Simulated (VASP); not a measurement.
Computed with PBEsol GGA, VASP's PBE PAW potentials (set 64) (plane waves; VASP).

A VASP calculation is set up with these files.

**INCAR**
```
ALGO = Normal   # blocked Davidson
LWAVE = .FALSE.
LREAL = .FALSE.   # projection in real space or not
SIGMA = 0.05   # width (eV)
LCHARG = .FALSE.
SYSTEM = CdMg3Te4
LMAXMIX = 4   # l cut-off of mixed one-centre charges
EDIFF = 1E-7   # SCF stop (eV)
ICHARG = 11   # fixed density
GGA = PS   # PBEsol
ISMEAR = 0   # Gaussian
ENCUT = 400
PREC = Accurate
NELM = 100   # most electronic steps
LASPH = .TRUE.   # aspherical one-centre terms
LORBIT = 11
```

KPOINTS:
```
k-points along high-symmetry lines
12
Line-mode
Reciprocal
  0.000000   0.000000   0.000000 ! GAMMA
  0.000000   0.000000  -0.500000 ! T

  0.000000   0.000000  -0.500000 ! T
 -0.328125   0.328125  -0.500000 ! H_2

 -0.343750   0.328125  -0.187500 ! H_0
  0.000000   0.500000   0.500000 ! L

  0.000000   0.500000   0.500000 ! L
  0.000000   0.000000   0.000000 ! GAMMA

  0.000000   0.000000   0.000000 ! GAMMA
 -0.335938   0.335938   0.000000 ! S_0

 -0.335937   0.328125  -0.343750 ! S_2
 -0.500000   0.000000  -1.000000 ! F

 -0.500000   0.000000  -1.000000 ! F
  0.000000   0.000000   0.000000 ! GAMMA
```

### POSCAR
```
CdMg3Te4
12.8943520
  0.0000000000   0.2503586444   0.2503586444
  0.2503586444   0.0000000000   0.2503586444
  0.9999999678   0.9999999678   0.0014346099
Mg Te Cd
3 4 1
Cart
  0.2512253744   0.2512253744   0.4998505587
  0.5004227477   0.5004227477   0.5010118300
  0.4999422094   0.4999422094   0.0007750794
  0.1251405132   0.1251405132   0.1252181312
  0.3749528223   0.3749528223   0.1257644665
  0.6238024177   0.6238024177   0.1272735156
  0.8760909729   0.8760909729   0.1253436046
  0.7494987708   0.7494987708   0.0015771625
```

POTCAR, in this order: Mg Te Cd (PBE.64 set). Program: vasp_std. Read from the step before: CHGCAR.

The run wrote:

File OSZICAR:
```
       N       E                     dE             d eps       ncg     rms          rms(c)
DAV:   1     0.190958933663E+03    0.19096E+03   -0.13818E+04  4368   0.104E+03
DAV:   2    -0.946673835269E+01   -0.20043E+03   -0.19631E+03  5540   0.213E+02
DAV:   3    -0.225769786977E+02   -0.13110E+02   -0.13035E+02  5178   0.578E+01
DAV:   4    -0.228167445198E+02   -0.23977E+00   -0.23964E+00  5934   0.787E+00
DAV:   5    -0.228194302021E+02   -0.26857E-02   -0.26855E-02  5324   0.907E-01
DAV:   6    -0.228195111964E+02   -0.80994E-04   -0.80993E-04  5964   0.140E-01
DAV:   7    -0.228195135708E+02   -0.23744E-05   -0.23744E-05  5356   0.217E-02
DAV:   8    -0.228195136811E+02   -0.11033E-06   -0.11026E-06  4872   0.423E-03
DAV:   9    -0.228195136867E+02   -0.55788E-08   -0.55106E-08  3674   0.107E-03
   1 F= -.22819514E+02 E0= -.22819514E+02  d E =-.153257E-10
```

**OUTCAR**
```
 val. band max:        2.1133674082   @ k =   0.0000   0.0000   0.0000

 cond. band min:       3.7091186712   @ k =   0.0000   0.0000   0.0000



 k-point     1 :       0.0000    0.0000    0.0000
  band No.  band energies     occupation
      1      -8.5951      2.00000
      2      -8.3469      2.00000
      3      -8.2405      2.00000
      4      -7.9520      2.00000
      5      -5.8035      2.00000
      6      -5.8035      2.00000
      7      -5.5826      2.00000
      8      -5.5826      2.00000
      9      -5.5764      2.00000
     10      -1.6673      2.00000
     11      -0.4234      2.00000
     12      -0.0855      2.00000
     13       1.3627      2.00000
     14       1.3627      2.00000
     15       1.5228      2.00000
     16       1.5228      2.00000
     17       1.6493      2.00000
     18       1.6493      2.00000
     19       1.9535      2.00000
     20       2.1133      2.00000
     21       2.1134      2.00000
     22       3.7091      0.00000
     23       4.6540      0.00000
     24       5.0304      0.00000
     25       5.1515      0.00000
     26       7.1313      0.00000

 k-point     2 :       0.0000    0.0000   -0.0455
  band No.  band energies     occupation
      1      -8.5948      2.00000
      2      -8.3493      2.00000
      3      -8.2380      2.00000
      4      -7.9524      2.00000
      5      -5.8035      2.00000
      6      -5.8035      2.00000
      7      -5.5826      2.00000
      8      -5.5826      2.00000
      9      -5.5764      2.00000
     10      -1.6644      2.00000
     11      -0.4525      2.00000
     12      -0.0537      2.00000
     13       1.3631      2.00000
     14       1.3631      2.00000
     15       1.5215      2.00000
     16       1.5215      2.00000
     17       1.6504      2.00000
     18       1.6504      2.00000
     19       1.9428      2.00000
     20       2.1131      2.00000
     21       2.1132      2.00000
     22       3.7173      0.00000
     23       4.6550      0.00000
...
```

The density is held fixed in this step, so its total energy and stress have no physical meaning. Unless said otherwise, spin-orbit coupling is left out, though it shifts the bands of the heavy elements here.

The structure was generated: CdMg3Te4 was put into an ordered model structure (R3m), which need not be its known phase. It was relaxed first.
